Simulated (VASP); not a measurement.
```yaml
crystal:
  lattice:
    - [4.89129, 0.00000, 0.00000]
    - [0.00000, 4.89129, 0.00000]
    - [0.00000, 0.00000, 4.89129]
  atoms:
    - { symbol: K, position: [0.00000, 0.00000, 0.00000] }
    - { symbol: Pb, position: [0.00000, 0.50000, 0.50000] }
    - { symbol: Pb, position: [0.50000, 0.00000, 0.50000] }
    - { symbol: Pb, position: [0.50000, 0.50000, 0.00000] }
```

All values below come from LDA (Ceperley-Alder, Perdew-Zunger), VASP's LDA PAW potentials (set 64) (plane waves; VASP 6.6.1). Numerical set-up: 400 eV cut-off, 6×6×6 Γ-centred mesh, first-order Methfessel-Paxton smearing of 0.10 eV, potentials K_sv Pb_d.

Unless said otherwise, spin-orbit coupling is left out, though it shifts the bands of the heavy elements here.

Question: What does the run give for the energy per atom (σ→0), band gap (on the k-mesh) with the smallest direct gap where there is one?

Answer: 
```yaml
band gap (on the k-mesh): none (metal, semimetal or under 0.01 eV)
energy per atom (σ→0): -3.595 eV/atom
```

Total energies compare only between runs with the same potentials, cut-off and functional.

The structure comes from a computed database's KPb3 entry (Pm-3m); how it stands against other phases isn't given here. It was relaxed first, which changed the volume by -12 %. The start is the result of an earlier pass. The electron count is odd and the run is not spin-polarised, which forces a metal.
